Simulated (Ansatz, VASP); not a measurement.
# Cross-check of SrTeO3 (SrTeO3 (P2_1/c)) between VASP and Ansatz

Wanted: the spread between two codes on one cell, functional and k mesh. The structure shown is the end of the Ansatz relaxation below.

Method: plane waves, with VASP 6.6.1 beside it; single point at r2SCAN, in Ansatz 0.2.0.

## (1) The starting structure

It takes space group P2_1/c (No. 14, monoclinic). The conventional cell has a = 6.796 Å, b = 7.237 Å, c = 8.716 Å, α = 90.00°, β = 126.75°, γ = 90.00°. Nearest to Sr lie 7 O at 2.53 to 2.81 Å. Te has 3 O at 1.86 to 1.88 Å nearest. Nearest to O lie 1 Te at 1.88 Å and 3 Sr at 2.56 to 2.81 Å. Nearest to O lie 1 Te at 1.87 Å and 2 Sr at 2.57 to 2.69 Å. Nearest to O lie 1 Te at 1.86 Å and 2 Sr at 2.53 to 2.57 Å. Farther neighbours and most contacts between anions are not listed.

## (2) Ansatz: relaxation, r2SCAN

Ansatz runs on its default PAW (the set named soft_2) files.

This run makes the geometry at which the two programs are then compared.

Contents of input.yaml:

```yaml
crystal:
  lattice:
    - [6.7918065, 0.0, 0.0]
    - [0.0, 7.2396522, 0.0]
    - [-5.1630274, 0.0, 6.9767565]
  atoms:
    - { symbol: Sr, position: [0.86113827, 0.62896439, 0.1304814] }
    - { symbol: Sr, position: [0.13886173, 0.12896439, 0.3695186] }
    - { symbol: Sr, position: [0.13886173, 0.37103561, 0.8695186] }
    - { symbol: Sr, position: [0.86113827, 0.87103561, 0.6304814] }
    - { symbol: Te, position: [0.37331172, 0.83006131, 0.10355021] }
    - { symbol: Te, position: [0.62668828, 0.33006131, 0.39644979] }
    - { symbol: Te, position: [0.62668828, 0.16993869, 0.89644979] }
    - { symbol: Te, position: [0.37331172, 0.66993869, 0.60355021] }
    - { symbol: O, position: [0.08778455, 0.81477038, 0.47881614] }
    - { symbol: O, position: [0.91221545, 0.31477038, 0.02118386] }
    - { symbol: O, position: [0.91221545, 0.18522962, 0.52118386] }
    - { symbol: O, position: [0.08778455, 0.68522962, 0.97881614] }
    - { symbol: O, position: [0.39469206, 0.91099817, 0.31767747] }
    - { symbol: O, position: [0.60530794, 0.41099817, 0.18232253] }
    - { symbol: O, position: [0.60530794, 0.08900183, 0.68232253] }
    - { symbol: O, position: [0.39469206, 0.58900183, 0.81767747] }
    - { symbol: O, position: [0.22500504, 0.02881153, 0.93533695] }
    - { symbol: O, position: [0.77499496, 0.52881153, 0.56466305] }
    - { symbol: O, position: [0.77499496, 0.97118847, 0.06466305] }
    - { symbol: O, position: [0.22500504, 0.47118847, 0.43533695] }
basis:
  ecutwfc: 500
  xc_grid: 2
hamiltonian:
  xc: r2scan
kpoints:
  mp_grid: { grid: [5, 4, 4] }
scf:
  occupations: { method: fixed }
  max_iter: 100
relax:
  f_tol: 0.005
  max_steps: 60
  cell: {}
output:
  forces: true
  stress: true
checkpoint:
  write: "../cell.run"
  compress: false
  write_wavefunctions: false
  write_every: 100000
```

On the command line:

```bash
$ ansatz run input.yaml --threads 4 --pin off --max-ram 6594MiB --backend cpu --events-out ev --progress --plain --runs-dir out
```

Numbers of over 12 decimals in the logs are rounded to 6 here.

The program printed:

```text
Engine: ansatz 0.2.0, aarch64-unknown-linux-gnu
Pseudopotentials: kind: paw
Pseudopotential: Sr, paw, valence charge 10, recommended cutoff 500 eV (meta_gga), Sr.paw.azcp
Pseudopotential: Te, paw, valence charge 16, recommended cutoff 500 eV (meta_gga), Te.paw.azcp
Pseudopotential: O, paw, valence charge 6, recommended cutoff 500 eV (meta_gga), O.paw.azcp
Functional definition: r2SCAN
  parameter k0 = 0.174
  parameter k1 = 0.065
  parameter a1 = 4.9479
  exchange = r2scan_x(k0 = k0, k1 = k1, a1 = a1)
  correlation = r2scan_c
Crystal: 20 atoms, lattice volume = 343.049 Å³
Basis set: ecut = 500 eV, 8723 PW (Γ), exchange–correlation on 100×108×128 points (8 copies of the dense FFT grid, shifted against one another)
Bands: 108, of which v1, the nominal top of the filled ones, is band 88 counted from 1 (87 counted from 0)
Symmetry: 4 space group operations
Space group: P21/c (ITA 14), of the structure as read, at distance tolerance 7.0e-5 Å
k-points: 33 of 80
Non-local potential: Sr, projectors of the file, l = 0: 3, l = 1: 2, l = 2: 2
Non-local potential: Te, projectors of the file, l = 0: 2, l = 1: 2, l = 2: 2, l = 3: 2
Non-local potential: O, projectors of the file, l = 0: 2, l = 1: 2, l = 2: 1
PAW form: soft (Blöchl's): semilocal exchange-correlation on the pseudo side does not see the compensation charge
PAW frozen core: Sr, regenerated for the run's functional (the file was generated under x = pbe(κ = 0.804, μ = 0.219515), c = pbe(β = 0.066725))
PAW frozen core: Te, regenerated for the run's functional (the file was generated under x = pbe(κ = 0.804, μ = 0.219515), c = pbe(β = 0.066725))
PAW frozen core: O, regenerated for the run's functional (the file was generated under x = pbe(κ = 0.804, μ = 0.219515), c = pbe(β = 0.066725))
PAW one-centre angular grid: Sr, 302 points (default); XC on 160 Gauss nodes
PAW one-centre angular grid: Te, 590 points (default); XC on 160 Gauss nodes
PAW one-centre angular grid: O, 302 points (default); XC on 160 Gauss nodes
Initial density: superposition of atomic densities (neutral atoms: chi_scale 0, normalization atom), corrected by the library's trained network
Initial wavefunctions: pseudopotential atomic-orbital guess
Functional: x = r2scan, c = r2scan; τ floored in thin density (d = 2e-4 eV/Å³)
SCF iter   1: F=—  HF=-49033.299140 eV  |F-HF|=—  |Δ(HF+E_count)|=         —  Δρ=7.54e-3  dr2=2.30e-1  dr2_τ=8.64e-1  ethr=1.77e-3  ⟨swp⟩=5.9  Hψ=12765  notcnv=0  defer=563
preconditioner: auto → Resta (q_TF=auto, 2.441 Å⁻¹)  ε∞=3.3  [insulator: Δε(μ)=4.248 eV  Ē_g=14.877 eV  n_scr=82 (ndim 8)  ℏωp=22.7 eV  f_vac=0.044  ε∞_Penn≈3.3]
SCF iter   2: F=—  HF=-49033.700502 eV  |F-HF|=—  |Δ(HF+E_count)|=   4.01e-1  Δρ=4.42e-3  dr2=3.35e-2  dr2_τ=6.62e-3  ethr=1.30e-4  ⟨swp⟩=3.0  Hψ=6215  notcnv=0  defer=583
SCF iter   3: F=—  HF=-49033.698613 eV  |F-HF|=—  |Δ(HF+E_count)|=   1.89e-3  Δρ=1.53e-3  dr2=5.87e-3  dr2_τ=6.16e-4  ethr=1.90e-5  ⟨swp⟩=3.2  Hψ=5558  notcnv=0  defer=593
SCF iter   4: F=—  HF=-49033.698493 eV  |F-HF|=—  |Δ(HF+E_count)|=   1.21e-4  Δρ=4.94e-4  dr2=6.62e-4  dr2_τ=1.10e-4  ethr=3.33e-6  ⟨swp⟩=2.0  Hψ=4932  notcnv=0  defer=594
SCF iter   5: F=—  HF=-49033.698467 eV  |F-HF|=—  |Δ(HF+E_count)|=   2.61e-5  Δρ=1.80e-4  dr2=8.28e-5  dr2_τ=1.26e-5  ethr=3.76e-7  ⟨swp⟩=2.0  Hψ=5092  notcnv=0  defer=594
SCF iter   6: F=—  HF=-49033.698523 eV  |F-HF|=—  |Δ(HF+E_count)|=   5.58e-5  Δρ=4.78e-5  dr2=7.15e-6  dr2_τ=6.03e-7  ethr=4.71e-8  ⟨swp⟩=2.0  Hψ=4488  notcnv=0  defer=509
SCF iter   7: F=—  HF=-49033.698528 eV  |F-HF|=—  |Δ(HF+E_count)|=   5.17e-6  Δρ=2.19e-5  dr2=1.52e-6  dr2_τ=1.61e-7  ethr=4.06e-9  ⟨swp⟩=2.0  Hψ=5276  notcnv=0  defer=517
SCF iter   8: F=—  HF=-49033.698528 eV  |F-HF|=—  |Δ(HF+E_count)|=   9.58e-8  Δρ=6.99e-6  dr2=1.81e-7  dr2_τ=1.53e-8  ethr=8.65e-10  ⟨swp⟩=2.0  Hψ=5015  notcnv=0  defer=518
SCF iter   9: F=-49033.698528 eV  HF=-49033.698528 eV  |F-HF|=4.44e-8  |Δ(HF+E_count)|=   2.97e-8  Δρ=3.65e-6  dr2=5.89e-8  dr2_τ=4.17e-9  ethr=5.68e-11  ⟨swp⟩=5.0  Hψ=13687  notcnv=0
SCF 1 converged in 9 iterations: F = -49033.698528 eV  dr2 = 5.89e-8
  greatest PAW one-centre occupation: 0.997 electrons in one spin orbital (limit 2), on the Te atom at site 6 (counted from 0), in its partial waves of l = 2
relax step   1: F+E_penalty+E_count = -49033.69852763 eV  Δ(F+E_penalty+E_count) = +0.000e0 eV  max|allowed force component| = 5.260e-2 eV/Å  Δτ_max = 0.0000 Å  P = -0.016 GPa  Ω = 343.049 Å³  (9 SCF iters, dr2 threshold 1.00e-7 eV, accepted)
[...]
relax step   5: F+E_penalty+E_count = -49033.70191385 eV  Δ(F+E_penalty+E_count) = -6.799e-4 eV  max|allowed force component| = 1.912e-2 eV/Å  Δτ_max = 0.0075 Å  P = +0.001 GPa  Ω = 343.508 Å³  energy of the carried Pulay correction = -1.659e-4 eV  (9 SCF iters, accepted)
[...]
relax step   6: F+E_penalty+E_count = -49033.70204652 eV  Δ(F+E_penalty+E_count) = -1.327e-4 eV  max|allowed force component| = 4.198e-3 eV/Å  Δτ_max = 0.0051 Å  P = -0.005 GPa  Ω = 343.540 Å³  energy of the carried Pulay correction = -1.776e-4 eV  (7 SCF iters, dr2 threshold 2.28e-8 eV, accepted)
[...]
relax step   7: F+E_penalty+E_count = -49033.70221586 eV  Δ(F+E_penalty+E_count) = -1.693e-4 eV  max|allowed force component| = 4.226e-3 eV/Å  Δτ_max = 0.0000 Å  P = -0.005 GPa  Ω = 343.540 Å³  stress off target by 1.40e-2 GPa  SCF on the basis re-selected at this cell (its energy is not comparable with the rows above)  (5 SCF iters)
basis re-selected at this cell: Δ(F+E_penalty+E_count) = -1.693e-4 eV, ΔP = -0.000 GPa vs the last step (what re-selecting the basis moved, of the pressure what is left beyond the Pulay correction that the steps carried, after the strain that the cell walked since its last selection, with what the two solves' SCF thresholds leave and, on support functions, any second-order correction that the steps lacked; it is no m [...]
SCF converged after 5 iterations
Free energy (F): -49033.702216 eV
Harris-Foulkes:  -49033.702216 eV  (|F-HF|=8.00e-11)
Internal energy: -49033.702216 eV  (E = F + TS)
E sigma→0 (E₀):  -49033.702216 eV
Fermi energy:    6.362244 eV
--- Per-component energies (eV) ---
  E_band       = -1671.759653
  E_kinetic    = 3827.059076
  E_local      = -12601.432180  (includes V_loc(G=0)·N_el)
  E_nonlocal   = 135.392273
  E_hartree    = 5718.002113
  E_xc         = -1999.366592
  E_vxc        = -2435.220804  (∫ρ·V_xc dr)
  E_paw        = -31534.489229  (= ΣΔE_a)
  E_vpaw       = -2183.591707  (= ΣTr[D̂ρ^β])
  E_aug_tail   = 0.011920  (compensation charges beyond the density's cutoff)
  E_vtau       = 150.016717  (kinetic-family band-sum trace: ∫τ·v_τ [+ j·A + Jᵃ·Aᵃ] dr)
  E_ewald      = -12579.051584
  E_core_change = 0.171985  (= ΣΔE_core)
  E_smearing   = -0.000000  (= −TS)
  E_closure    = -0.000000  (closes the sum)
  Σ components = -49033.702216   (vs F -49033.702216, Δ=0.00e0)
--- Forces (eV/Å), atoms counted from 1 ---
  atom   1  Sr     0.00142432     0.00111628     0.00127425
  atom   2  Sr    -0.00142432     0.00111628    -0.00127425
  atom   3  Sr    -0.00142432    -0.00111628    -0.00127425
  atom   4  Sr     0.00142432    -0.00111628     0.00127425
  atom   5  Te    -0.00422645     0.00386720    -0.00244567
  atom   6  Te     0.00422645     0.00386720     0.00244567
  atom   7  Te     0.00422645    -0.00386720     0.00244567
  atom   8  Te    -0.00422645    -0.00386720    -0.00244567
  atom   9  O      0.00195298     0.00081945     0.00038072
  atom  10  O     -0.00195298     0.00081945    -0.00038072
  atom  11  O     -0.00195298    -0.00081945    -0.00038072
  atom  12  O      0.00195298    -0.00081945     0.00038072
  atom  13  O      0.00129299    -0.00132264    -0.00096554
  atom  14  O     -0.00129299    -0.00132264     0.00096554
  atom  15  O     -0.00129299     0.00132264     0.00096554
  atom  16  O      0.00129299     0.00132264    -0.00096554
  atom  17  O      0.00178705    -0.00043640     0.00157011
  atom  18  O     -0.00178705    -0.00043640    -0.00157011
  atom  19  O     -0.00178705     0.00043640    -0.00157011
  atom  20  O      0.00178705     0.00043640     0.00157011
  max |Σ_I F_I| component: 2.17e-19 eV/Å
--- Stress (GPa, compression-positive) ---
       -0.012765      -0.000000      -0.003533
       -0.000000       0.000405       0.000000
       -0.003529       0.000000      -0.003949
  P = ⅓ Tr σ = -0.0054 GPa (-0.054 kbar)
--- Relaxed structure (6 steps of the walk, 4 accepted, 1 SCFs on fresh bases) ---
  F+E_penalty+E_count = -49033.70221586 eV   max|allowed force component| = 4.226e-3 eV/Å   (the final SCF, on the basis selected at the relaxed cell)
  cell:  # Å, volume = 343.5400 Å³
    - [6.796241, 0, -0.023534]
    - [0, 7.237240, 0]
    - [-5.190573, 0, 7.002478]
  atoms:
    - { symbol: Sr, position: [0.861035, 0.628608, 0.130494] }
    - { symbol: Sr, position: [0.138965, 0.128608, 0.369506] }
    - { symbol: Sr, position: [0.138965, 0.371392, 0.869506] }
    - { symbol: Sr, position: [0.861035, 0.871392, 0.630494] }
    - { symbol: Te, position: [0.372138, 0.830982, 0.104858] }
    - { symbol: Te, position: [0.627862, 0.330982, 0.395142] }
    - { symbol: Te, position: [0.627862, 0.169018, 0.895142] }
    - { symbol: Te, position: [0.372138, 0.669018, 0.604858] }
    - { symbol: O, position: [0.088136, 0.816182, 0.479905] }
    - { symbol: O, position: [0.911864, 0.316182, 0.020095] }
    - { symbol: O, position: [0.911864, 0.183818, 0.520095] }
    - { symbol: O, position: [0.088136, 0.683818, 0.979905] }
    - { symbol: O, position: [0.393996, 0.910150, 0.318856] }
    - { symbol: O, position: [0.606004, 0.410150, 0.181144] }
    - { symbol: O, position: [0.606004, 0.089850, 0.681144] }
    - { symbol: O, position: [0.393996, 0.589850, 0.818856] }
    - { symbol: O, position: [0.222280, 0.029650, 0.936774] }
    - { symbol: O, position: [0.777720, 0.529650, 0.563226] }
    - { symbol: O, position: [0.777720, 0.970350, 0.063226] }
    - { symbol: O, position: [0.222280, 0.470350, 0.436774] }
```

Reading the cycles: dr2 is the Hartree energy of the density residual (eV), the measure of convergence; HF is the Harris–Foulkes estimate of the energy, which meets the free energy F at convergence.

(Part 1 of 2 ends here.)

[Lines on the potential files, build, host, timing and source positions are cut from VASP's logs without a mark.]

[Logs are printed without paths, hosts, clocks, repeated set-up lines and the standing remarks that a program may print on its own settings, such as how far it seeks lower states.]

[Hosts, paths, dates, database ids (printed as entryN), source tags and the programs' standing remarks are cut or masked in the printed files.]
